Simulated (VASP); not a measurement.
```
CELL_PARAMETERS angstrom
      4.41344     0.00000     0.00000
      0.00000     4.41344     0.00000
      0.00000     0.00000     2.91087
ATOMIC_POSITIONS crystal
  Cr 0.00000 0.00000 0.00000
  Cr 0.50000 0.50000 0.50000
  O  0.30309 0.30309 0.00000
  O  0.80309 0.19691 0.50000
  O  0.19691 0.80309 0.50000
  O  0.69691 0.69691 0.00000
```
Starting moments (μB, in the order of the record's atoms Cr Cr O O O O): 2.1 2.1 -0.1 -0.1 -0.1 -0.1.

Computed with optB86b-vdW, VASP's PBE PAW potentials (set 64) (plane waves; VASP 6.6.1). Numerical set-up: 520 eV cut-off, Gaussian smearing of 0.050 eV, potentials Cr_pv O.

Problem. What does the run give for the cell moment, band gap (along the path) with the smallest direct gap where there is one?

Solution. 
```json
{
  "band gap (along the path)": "none (metal, semimetal or under 0.01 eV)",
  "cell_moment": "4.00 μB"
}
```

The absolute energy has meaning only against runs of the same code, potentials and settings.

The compound is CrO2 in the rutile structure. It was relaxed first.
